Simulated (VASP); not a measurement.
Data:

```
CELL_PARAMETERS angstrom
      0.00000     2.62558     2.62558
      2.62558     0.00000     2.62558
      2.62558     2.62558     0.00000
ATOMIC_POSITIONS crystal
  Mg 0.00000 0.00000 0.00000
  S  0.25000 0.25000 0.25000
```

Method: PBEsol GGA, VASP's PBE PAW potentials (set 64) (plane waves; VASP). Settings: 500 eV cut-off, 9×9×9 Γ-centred mesh, Gaussian smearing of 0.050 eV, potentials Mg S.

Q: What does the run give for the energy per atom (σ→0), pressure?

A: 
```
Quantity                                Value
---------------------  ----------------------
energy per atom (σ→0)  -407.9 kJ/mol of atoms
pressure                            20.01 GPa
```

The absolute energy has meaning only against runs of the same code, potentials and settings.

The structure was generated: MgS was put into the zinc blende type (F-43m), which need not be its known phase. It was relaxed first under an external pressure of 20 GPa.
